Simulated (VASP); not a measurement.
A cell of HfN (rock salt) near equilibrium:

```yaml
crystal:
  lattice:
    - [0.00000, 2.24524, 2.24524]
    - [2.24524, 0.00000, 2.24524]
    - [2.24524, 2.24524, 0.00000]
  atoms:
    - { symbol: Hf, position: [0.00000, 0.00000, 0.00000] }
    - { symbol: N, position: [0.50000, 0.50000, 0.50000] }
```

Computed with PBEsol GGA, VASP's PBE PAW potentials (set 64) (plane waves; VASP).

```
run               ΔE (meV/atom)    σxx    σyy    σzz  largest shear component, with its sign (GPa)  largest force (eV/Å)
----------------  -------------  -----  -----  -----  --------------------------------------------  --------------------
as it is                    0.0  -0.14  -0.14  -0.14                                          0.00                 0.000
after one change            5.4   1.80   1.80  10.16                                          0.00                 0.000
```
Stress is in GPa, positive when the cell is compressed.

Q: Name the change that produced these shifts.
(A) atom 1 (Hf) moved by 0.025 Å along x
(B) uniaxial strain of -1.5 % along z
(C) biaxial strain of +2.0 % in the xz plane
(D) uniaxial strain of +1.0 % along x

A: B, uniaxial strain of -1.5 % along z

The compound is HfN in the rock salt structure. The electron count is odd and the run is not spin-polarised, which forces a metal.
